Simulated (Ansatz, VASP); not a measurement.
# Sn: VASP beside Ansatz, part 2 of 2

Aim: how closely do two programs agree when they are given the same cell, functional and k mesh? The cell is taken from a series of runs on this material, whose earlier steps may have relaxed, scaled, displaced or heated it; both programs get it as it stands.

VASP 6.6.1 and Ansatz 0.2.0.

So far. Step 2 (VASP: single point, PBE, spin-orbit coupling): The run ends at a pressure of 3.79 GPa. Step 5 (VASP: single point, LDA, spin-orbit coupling): The run ends at a pressure of 0.21 GPa.

### Step 6. Ansatz: single point, LDA, spin-orbit coupling

Level of this step: Ansatz beside VASP: Kohn-Sham DFT, plane waves, LDA, spin-orbit coupling (Ansatz).

The same cell, functional (in two slightly different forms), mesh and smearing now go to Ansatz, which takes its cutoff from its data sets.

The cell is taken from a series of runs on this material, whose earlier steps may have relaxed, scaled, displaced or heated it; both programs get it as it stands.

File input.yaml:

```yaml
crystal:
  lattice:
    - [0.0, 3.2333428, 3.2333428]
    - [3.2333428, 0.0, 3.2333428]
    - [3.2333428, 3.2333428, 0.0]
  atoms:
    - { symbol: Sn, position: [0.0, 0.0, 0.0] }
    - { symbol: Sn, position: [0.25, 0.25, 0.25] }
kpoints:
  mp_grid: { grid: [12, 12, 12] }
  band_path:
    path:
      - [[0.0, 0.0, 0.0], [0.5, 0.0, 0.5], [0.625, 0.25, 0.625]]
      - [[0.375, 0.375, 0.75], [0.0, 0.0, 0.0]]
    npoints: 8
scf:
  occupations: { method: fermi_dirac, width: 0.05 }
  n_extra_bands: 12
hamiltonian:
  xc: lda
  pseudopotentials: { kind: paw_fr }
output:
  forces: true
  stress: true
  fatbands: true
magnetization:
  noncollinear: true
  spin_orbit: true
```

Started as:

```bash
$ ansatz run input.yaml --threads 4 --pin off --max-ram 8192MiB --backend cpu --events-out ev --progress --plain --runs-dir out
```

Numbers of over 12 decimals in the logs are rounded to 6 here.

The log of the run:

```text
[...]
Crystal: 2 atoms, lattice volume = 67.606 Å³
Basis set: ecut = 420 eV, 1363 PW (Γ)
Bands: 40, of which v1, the nominal top of the filled ones, is band 28 counted from 1 (27 counted from 0)
Symmetry: 48 space group operations + 48 with time reversal
[...]
k-points: 72 of 1728
[...]
k-point 0: bands = [... 24 lower, 7.2351, 7.2351, 7.9458, 7.9458, 7.9458, 7.9458, 9.4445, 9.4445, ... 8 higher]
  k-point 1: bands = [... 24 lower, 7.2887, 7.2887, 7.7972, 7.7972, 8.1298, 8.1298, 9.7511, 9.7511, ... 8 higher]
  k-point 2: bands = [... 24 lower, 7.0167, 7.0167, 7.4847, 7.4847, 8.0988, 8.0988, 10.1899, 10.1899, ... 8 higher]
  k-point 71: bands = [... 24 lower, 4.4364, 4.4364, 4.6215, 4.6215, 10.8314, 10.8314, 11.1644, 11.1644, ... 8 higher]
[key lines of the parts left out:]
SCF converged after 7 iterations
Magnetization: |M| = 0.0000 μB,  M = (+0.0000, +0.0000, +0.0000) μB
Free energy (F): -11763.162079 eV
Fermi energy:    7.644098 eV
P = ⅓ Tr σ = 0.1303 GPa (1.303 kbar)
```

### Step 7. Side by side

What differs besides the data sets and the points named for the pairs above, as far as they apply: VASP's log shows a relativistic correction to its local exchange, Ansatz's none. Total energies have different zeros and are not compared.

The two programs side by side:

| quantity | Ansatz | VASP | difference |
| --- | --- | --- | --- |
| pressure (GPa) | 0.13 | 0.21 | -0.08 |

### Step 8. Ansatz: single point, PBEsol, spin-orbit coupling

With cell and atoms fixed, the geometry can't cause a difference; cores, projectors, grids and the points listed under the comparison can.

The cell is taken from a series of runs on this material, whose earlier steps may have relaxed, scaled, displaced or heated it; both programs get it as it stands.

Edit input.yaml of step 6 so:

```diff
@@ -19,3 +19,3 @@
 hamiltonian:
-  xc: lda
+  xc: pbesol
   pseudopotentials: { kind: paw_fr }
```

The log of the run:

```text
[...]
Crystal: 2 atoms, lattice volume = 67.606 Å³
Basis set: ecut = 420 eV, 1363 PW (Γ), exchange–correlation on 64×64×64 points (8 copies of the dense FFT grid, shifted against one another)
Bands: 40, of which v1, the nominal top of the filled ones, is band 28 counted from 1 (27 counted from 0)
Symmetry: 48 space group operations + 48 with time reversal
[...]
k-point 0: bands = [... 24 lower, 7.4261, 7.4261, 8.1172, 8.1172, 8.1172, 8.1172, 9.6324, 9.6324, ... 8 higher]
  k-point 1: bands = [... 24 lower, 7.4838, 7.4838, 7.9681, 7.9681, 8.3621, 8.3621, 9.9389, 9.9389, ... 8 higher]
  k-point 2: bands = [... 24 lower, 7.2015, 7.2015, 7.6548, 7.6548, 8.3414, 8.3414, 10.3747, 10.3747, ... 8 higher]
  k-point 71: bands = [... 24 lower, 4.6017, 4.6017, 4.7815, 4.7815, 11.0532, 11.0532, 11.3731, 11.3731, ... 8 higher]
[key lines of the parts left out:]
SCF converged after 8 iterations
Magnetization: |M| = 0.0000 μB,  M = (+0.0000, +0.0000, +0.0000) μB
Free energy (F): -11903.705272 eV
Fermi energy:    7.854646 eV
P = ⅓ Tr σ = 1.5040 GPa (15.040 kbar)
```

### Step 9. VASP: single point, PBEsol, spin-orbit coupling

The same cell, functional, mesh and smearing now go to VASP, with its own data sets.

File INCAR:

```
SYSTEM = Sn
PREC = Accurate
ENCUT = 500
EDIFF = 1E-06
NELM = 200
ISMEAR = -1
SIGMA = 0.05
LREAL = .FALSE.
ALGO = Normal
GGA = PS
LNONCOLLINEAR = .TRUE.
MAGMOM = 0 0 0 0 0 0
NBANDS = 40
GGA_COMPAT = .FALSE.
LASPH = .TRUE.
LSORBIT = .TRUE.
LORBIT = 11
LWAVE = .FALSE.
LCHARG = .FALSE.
ISIF = 2
KPAR = 2
```

File POSCAR:

```
Sn
1.0
    0.0000000000      3.2333428000      3.2333428000
    3.2333428000      0.0000000000      3.2333428000
    3.2333428000      3.2333428000      0.0000000000
Sn
2
Direct
    1.0000000000      1.0000000000      0.0000000000
    0.2500000000      0.2500000000      0.2500000000
```

File KPOINTS:

```
Automatic mesh
0
Gamma
12 12 12
0 0 0
```

Potentials, in the order of the species: Sn_d (PBE family, release 64).

Started as:

```bash
$ mpirun -np 2 vasp_ncl
```

The log of the run:

```text
[banner, memory and clock lines left out]
running    2 mpi-ranks, on    1 nodes
[...]
[... a notice as in an earlier step ...]

 LDA part: xc-table for (Slater+PW92), standard interpolation
 POSCAR, INCAR and KPOINTS ok, starting setup
[...]
entering main loop
       N       E                     dE             d eps       ncg     rms          rms(c)
DAV:   1     0.289262432216E+03    0.28926E+03   -0.13483E+04  6192   0.200E+03
DAV:   2     0.342987268873E+02   -0.25496E+03   -0.24793E+03  5760   0.567E+02
DAV:   3    -0.660105141530E+01   -0.40900E+02   -0.40474E+02  6576   0.187E+02
DAV:   4    -0.861042832525E+01   -0.20094E+01   -0.20067E+01  6752   0.471E+01
[...]
DAV:  10    -0.856974153262E+01   -0.13542E-03   -0.10488E-04  6856   0.702E-02    0.122E-02
DAV:  11    -0.856975380086E+01   -0.12268E-04   -0.22778E-05  6424   0.464E-02    0.560E-03
DAV:  12    -0.856975412184E+01   -0.32099E-06   -0.11030E-06  5504   0.890E-03
   1 F= -.85697541E+01 E0= -.85691904E+01  d E =-.112735E-02  mag=    -0.0000    -0.0000    -0.0000
```

From OUTCAR (step 9):

```text
  Total        0.6492662      0.6492662      0.6492662     -0.0000000     -0.0000000     -0.0000000
  in kB       15.3867941     15.3867941     15.3867941     -0.0000000     -0.0000000     -0.0000000
  external PRESSURE =      15.3867941 kB  Pullay stress =       0.0000000 kB

 POSITION                                       TOTAL-FORCE (eV/Angst)
 -----------------------------------------------------------------------------------
      0.00000      0.00000      0.00000        -0.000000     -0.000000     -0.000000
      1.61667      1.61667      1.61667         0.000000      0.000000      0.000000
 -----------------------------------------------------------------------------------
    total drift:                                0.000000      0.000000      0.000000

  FREE ENERGIE OF THE ION-ELECTRON SYSTEM (eV)
  ---------------------------------------------------
  free  energy   TOTEN  =        -8.5697541218 eV

  energy  without entropy=       -8.5686267677  energy(sigma->0) =       -8.56919044

 magnetization (x)
# of ion       s       p       d       tot
------------------------------------------
    1       -0.000   0.000  -0.000  -0.000
    2       -0.000  -0.000  -0.000  -0.000
--------------------------------------------------
tot         -0.000  -0.000  -0.000  -0.000

 magnetization (y)
# of ion       s       p       d       tot
------------------------------------------
    1        0.000   0.000   0.000   0.000
    2        0.000   0.000   0.000   0.000
--------------------------------------------------
tot          0.000   0.000   0.000   0.000

 magnetization (z)
# of ion       s       p       d       tot
------------------------------------------
    1       -0.000   0.000   0.000   0.000
    2       -0.000   0.000   0.000   0.000
--------------------------------------------------
tot         -0.000   0.000   0.000   0.000

[... 2 parts as in an earlier step ...]

[... 1 further part left out ...]
[key lines of the parts left out:]
E-fermi :   5.6439
```

The run ends at a pressure of 1.54 GPa.

### Step 10. Side by side

What differs besides the data sets and the points named for the pairs above, as far as they apply: Ansatz makes its cores anew for this functional, VASP keeps those of its PBE data sets. Total energies have different zeros and are not compared.

Compared:

| quantity | Ansatz | VASP | difference |
| --- | --- | --- | --- |
| pressure (GPa) | 1.50 | 1.54 | -0.03 |

### Step 11. Summary of results

* difference in pressure (single point, PBE, spin-orbit coupling): 0.011 GPa
* difference in pressure (single point, LDA, spin-orbit coupling): -0.077 GPa
* difference in pressure (single point, PBEsol, spin-orbit coupling): -0.035 GPa

What this shows: The difference in pressure is -0.077 GPa (single point, LDA, spin-orbit coupling), within the 1 GPa picked in this series as the mark of a large difference. 2 further pairs of this series are not shown here. How closely two codes agree says nothing of how well the functional describes the real material.

[Lines on the potential files, build, host, timing and source positions are cut from VASP's logs without a mark.]

[Logs are printed without paths, hosts, clocks, repeated set-up lines and the standing remarks that a program may print on its own settings, such as how far it seeks lower states.]

[Hosts, paths, dates, database ids (printed as entryN), source tags and the programs' standing remarks are cut or masked in the printed files.]
